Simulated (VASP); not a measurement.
An input for Ansatz (written as the equivalent of a VASP run, and not itself run):

Ansatz 0.2 input:
```yaml
crystal:
  lattice:
    - [2.6556720, 0.0000000, 0.0000000]
    - [0.0000000, 2.7381800, 0.0000000]
    - [0.0000000, 0.0000000, 3.6336920]
  atoms:
    - { symbol: Fe, position: [0.0000000, 0.0000000, 0.0000000], spin: 5 }
    - { symbol: Pt, position: [0.5148810, 0.5000000, 0.5000000] }
kpoints:
  mp_grid: { grid: [12, 12, 9] }
hamiltonian:
  xc: pbe
  pseudopotentials: { kind: paw }
magnetization: { spin_polarized: true }
scf:
  occupations: { method: methfessel_paxton, width: 0.1 }
  max_iter: 100
output: { forces: true, stress: true, eigenvalues: true }
```

Question: Translate this input to VASP (INCAR, KPOINTS, POSCAR, choice of POTCAR).

Answer: One answer among several that fit: 
### INCAR
```
NELM = 100   # most electronic steps
ENCUT = 400   # plane-wave cut-off (eV)
LASPH = T   # aspherical one-centre terms
LMAXMIX = 6
SIGMA = 0.1
ISIF = 2   # forces and stress, cell fixed
SYSTEM = FePt
PREC = Accurate
LREAL = F
LWAVE = F
GGA = PE   # PBE
LORBIT = 10
ISPIN = 2
LCHARG = F
ISMEAR = 1   # Methfessel-Paxton
EDIFF = 1E-6
MAGMOM = 5.0 0.0
ALGO = Normal   # blocked Davidson
```

### KPOINTS
```
Automatic mesh
0
Gamma
12 12 9
0 0 0
```

**POSCAR**
```
FePt
1
    2.6556720000     0.0000000000     0.0000000000
    0.0000000000     2.7381800000     0.0000000000
    0.0000000000     0.0000000000     3.6336920000
Fe Pt
1 1
Direct
  0.0000000000   0.0000000000   0.0000000000
  0.5148810000   0.5000000000   0.5000000000
```

POTCAR, in this order: Fe Pt (PBE.64 set). Program: vasp_std.

What does not carry over: each code has its own PAW files, so the cut-off isn't converted (ENCUT is set for VASP's; basis.ecutwfc is left out, and Ansatz then takes the one that its files recommend); Ansatz stops its SCF on the density residual and VASP on the energy change (EDIFF).

The compound is FePt in the L1_0 structure. The cell was not relaxed at this level, atoms are displaced from their ideal sites. The run is one of a series of settings (MAGMOM = 5.0 0.0 against the base run), some of them coarse on purpose.
